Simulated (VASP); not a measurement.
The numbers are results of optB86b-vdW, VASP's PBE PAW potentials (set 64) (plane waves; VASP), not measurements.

VASP input:

POSCAR:
```
PdIn
1
    3.2776728910     0.0000000000     0.0000000000
    0.0000000000     3.2776728910     0.0000000000
    0.0000000000     0.0000000000     3.2776728910
In Pd
1 1
Direct
  0.5000000000   0.5000000000   0.5000000000
  0.0000000000   0.0000000000   0.0000000000
```

INCAR:
```
SIGMA = 0.05
AGGAC = 0.0
PREC = Accurate
LCHARG = F
LASPH = T
ENCUT = 520   # plane-wave cut-off (eV)
PARAM2 = 1.0
LMAXMIX = 4   # l cut-off of mixed one-centre charges
SYSTEM = PdIn
PARAM1 = 0.1234
ICHARG = 11
LUSE_VDW = T
LORBIT = 11   # lm-projected
LREAL = F   # projection in real space or not
LWAVE = F
EDIFF = 1E-7
GGA = MK
ISMEAR = 0   # Gaussian
ALGO = Normal
NELM = 100
```

File KPOINTS:
```
k-points along high-symmetry lines
15
Line-mode
Reciprocal
  0.000000   0.000000   0.000000 ! GAMMA
  0.000000   0.500000   0.000000 ! X

  0.000000   0.500000   0.000000 ! X
  0.500000   0.500000   0.000000 ! M

  0.500000   0.500000   0.000000 ! M
  0.000000   0.000000   0.000000 ! GAMMA

  0.000000   0.000000   0.000000 ! GAMMA
  0.500000   0.500000   0.500000 ! R

  0.500000   0.500000   0.500000 ! R
  0.000000   0.500000   0.000000 ! X

  0.500000   0.500000   0.500000 ! R
  0.500000   0.500000   0.000000 ! M
```

POTCAR, in this order: In_d Pd (PBE.64 set). Program: vasp_std. Read from the step before: CHGCAR.

The resulting files:

### OSZICAR
```
       N       E                     dE             d eps       ncg     rms          rms(c)
DAV:   1     0.170638756108E+03    0.17064E+03   -0.11529E+04  2737   0.200E+03
DAV:   2     0.611202098884E+01   -0.16453E+03   -0.15943E+03  2777   0.410E+02
DAV:   3    -0.198436768170E+01   -0.80964E+01   -0.79755E+01  3442   0.951E+01
DAV:   4    -0.213357498968E+01   -0.14921E+00   -0.14917E+00  3350   0.126E+01
DAV:   5    -0.214034343738E+01   -0.67684E-02   -0.67683E-02  4104   0.232E+00
DAV:   6    -0.214047424663E+01   -0.13081E-03   -0.13081E-03  3504   0.257E-01
DAV:   7    -0.214047574660E+01   -0.15000E-05   -0.14989E-05  4090   0.331E-02
DAV:   8    -0.214047576034E+01   -0.13739E-07   -0.13430E-07  3069   0.298E-03
   1 F= -.21404758E+01 E0= -.21401618E+01  d E =-.627994E-03
```

File OUTCAR:
```
 val. band max:       10.7434968118   @ k =   0.0000   0.2500   0.0000

 cond. band min:      10.7523214875   @ k =   0.5000   0.5000   0.3214



 k-point     1 :       0.0000    0.0000    0.0000
  band No.  band energies     occupation
      1      -4.6277      2.00000
      2      -4.6277      2.00000
      3      -4.2249      2.00000
      4      -4.2249      2.00000
      5      -4.2249      2.00000
      6       0.2663      2.00000
      7       6.5066      2.00000
      8       6.5066      2.00000
      9       8.0280      2.00000
     10       8.0280      2.00000
     11       8.0280      2.00000
     12      14.4854      0.00000
     13      14.4854      0.00000
     14      14.4854      0.00000
     15      19.5155      0.00000

 k-point     2 :       0.0000    0.0357    0.0000
  band No.  band energies     occupation
      1      -4.6270      2.00000
      2      -4.6233      2.00000
      3      -4.2263      2.00000
      4      -4.2263      2.00000
      5      -4.2245      2.00000
      6       0.2864      2.00000
      7       6.5068      2.00000
      8       6.5105      2.00000
      9       8.0123      2.00000
     10       8.0123      2.00000
     11       8.0271      2.00000
     12      14.3236      0.00000
     13      14.5263      0.00000
     14      14.5263      0.00000
     15      19.6131      0.00000

 k-point     3 :       0.0000    0.0714    0.0000
  band No.  band energies     occupation
      1      -4.6249      2.00000
      2      -4.6104      2.00000
      3      -4.2302      2.00000
      4      -4.2302      2.00000
      5      -4.2234      2.00000
      6       0.3469      2.00000
      7       6.5074      2.00000
      8       6.5212      2.00000
      9       7.9668      2.00000
     10       7.9668      2.00000
     11       8.0244      2.00000
     12      13.8950      0.00000
     13      14.6475      0.00000
     14      14.6475      0.00000
     15      19.8101      0.00000

...
```

The density is held fixed in this step, so its total energy and stress have no physical meaning. Unless said otherwise, spin-orbit coupling is left out, though it shifts the bands of the heavy elements here.

The compound is PdIn in the CsCl type structure. It was relaxed first. The electron count is odd and the run is not spin-polarised, which forces a metal.
